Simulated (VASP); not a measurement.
Method: PBE GGA, VASP's PBE PAW potentials (set 64) (plane waves; VASP).

A VASP calculation is set up with these files.

KPOINTS:
```
Automatic mesh
0
Gamma
6 6 5
0 0 0
```

**POSCAR**
```
P
1
    1.6881000000    -5.3448000000    -0.0000000000
    1.6881000000     5.3448000000     0.0000000000
    0.0000000000     0.0000000000     4.4676000000
P
4
Direct
  0.1017000000   0.8983000000   0.9194000000
  0.3983000000   0.6017000000   0.4194000000
  0.6017000000   0.3983000000   0.5806000000
  0.8983000000   0.1017000000   0.0806000000
```

**INCAR**
```
SYSTEM = P
PREC = Accurate
ENCUT = 400
EDIFF = 1E-6
NELM = 100
ALGO = Normal
LREAL = .FALSE.
LASPH = .TRUE.
ISMEAR = 0
SIGMA = 0.05
GGA = PE
LWAVE = .FALSE.
LCHARG = .FALSE.
ISIF = 2
NBANDS = 12
```

POTCAR, in this order: P (PBE.64 set). Program: vasp_std.

Output of the run:

### OUTCAR
```
 ion  position               nearest neighbor table
   1  0.102  0.898  0.919-   3 2.27   3 2.27   4 2.29
   2  0.398  0.602  0.419-   4 2.27   4 2.27   3 2.29
   3  0.602  0.398  0.581-   1 2.27   1 2.27   2 2.29
   4  0.898  0.102  0.081-   2 2.27   2 2.27   1 2.29
  LATTYP: Found a base centered orthorhombic cell.
 ALAT       =     3.3762000000
 B/A-ratio  =     3.1661631420
 C/A-ratio  =     1.3232628399
 Subroutine PRICEL returns:
 Original cell was already a primitive cell.
 Subroutine GETGRP returns: Found  8 space group operations
The static configuration has the point symmetry C_2h.
 The point group associated with its full space group is D_2h.
The dynamic configuration has the point symmetry C_2h.
 Subroutine INISYM returns: Found  8 space group operations
 Subroutine IBZKPT returns following result:
 Found     39 irreducible k-points:

 Following reciprocal coordinates:
            Coordinates               Weight
  0.000000  0.000000  0.000000      1.000000
  0.166667  0.000000  0.000000      4.000000
  0.333333  0.000000  0.000000      4.000000
  0.500000  0.000000  0.000000      2.000000
...
```

**OSZICAR**
```
       N       E                     dE             d eps       ncg     rms          rms(c)
DAV:   1     0.594168444821E+02    0.59417E+02   -0.70777E+03   936   0.112E+03
DAV:   2    -0.165524103785E+02   -0.75969E+02   -0.73546E+02  1236   0.178E+02
DAV:   3    -0.214434314364E+02   -0.48910E+01   -0.45786E+01  1208   0.460E+01
DAV:   4    -0.215632747726E+02   -0.11984E+00   -0.11951E+00  1284   0.770E+00
DAV:   5    -0.215656136682E+02   -0.23389E-02   -0.23375E-02  1304   0.100E+00    0.937E+00
DAV:   6    -0.214832834321E+02    0.82330E-01   -0.49805E-02  1144   0.153E+00    0.557E+00
DAV:   7    -0.214460267229E+02    0.37257E-01   -0.88641E-02  1124   0.213E+00    0.197E-01
DAV:   8    -0.214463092079E+02   -0.28249E-03   -0.64519E-03  1164   0.632E-01    0.109E-01
DAV:   9    -0.214463870787E+02   -0.77871E-04   -0.27014E-04  1228   0.137E-01    0.662E-02
DAV:  10    -0.214464145149E+02   -0.27436E-04   -0.44734E-05  1168   0.489E-02    0.216E-02
DAV:  11    -0.214464217856E+02   -0.72707E-05   -0.97351E-06  1140   0.300E-02    0.973E-03
DAV:  12    -0.214464220533E+02   -0.26773E-06   -0.38452E-07   768   0.517E-03
   1 F= -.21446422E+02 E0= -.21446385E+02  d E =-.739117E-04
```

**OUTCAR**
```
------------------------ aborting loop because EDIFF is reached ----------------------------------------
  FORCE on cell =-STRESS in cart. coord.  units (eV):
  Direction    XX          YY          ZZ          XY          YZ          ZX
  --------------------------------------------------------------------------------------
  Total       -1.6606139     -0.8025090     -1.2706579      0.0000000     -0.0000000      0.0000000
  in kB      -33.0023855    -15.9487479    -25.2525551      0.0000000     -0.0000000      0.0000000
  external PRESSURE =     -24.7345628 kB  Pullay stress =       0.0000000 kB
  volume of cell :       80.62
      direct lattice vectors                 reciprocal lattice vectors
     1.688100000 -5.344800000  0.000000000     0.296190984 -0.093548870  0.000000000
     1.688100000  5.344800000  0.000000000     0.296190984  0.093548870  0.000000000
     0.000000000  0.000000000  4.467600000     0.000000000  0.000000000  0.223833826
 POSITION                                       TOTAL-FORCE (eV/Angst)
 -----------------------------------------------------------------------------------
      1.68810      4.25767      4.10751         0.000000      0.309238     -0.277216
      1.68810      1.08713      1.87371         0.000000     -0.309238     -0.277216
      1.68810     -1.08713      2.59389         0.000000      0.309238      0.277216
      1.68810     -4.25767      0.36009         0.000000     -0.309238      0.277216
 -----------------------------------------------------------------------------------
    total drift:                                0.000000     -0.000000      0.000000
  FREE ENERGIE OF THE ION-ELECTRON SYSTEM (eV)
  ---------------------------------------------------
  free  energy   TOTEN  =       -21.4464220533 eV

  energy  without entropy=      -21.4463481416  energy(sigma->0) =      -21.44638510
```
(Selected blocks of OUTCAR.)

The compound is P in the black structure. The cell was not relaxed at this level. The run is one of a series of settings (NBANDS = 12 against the base run), some of them coarse on purpose.
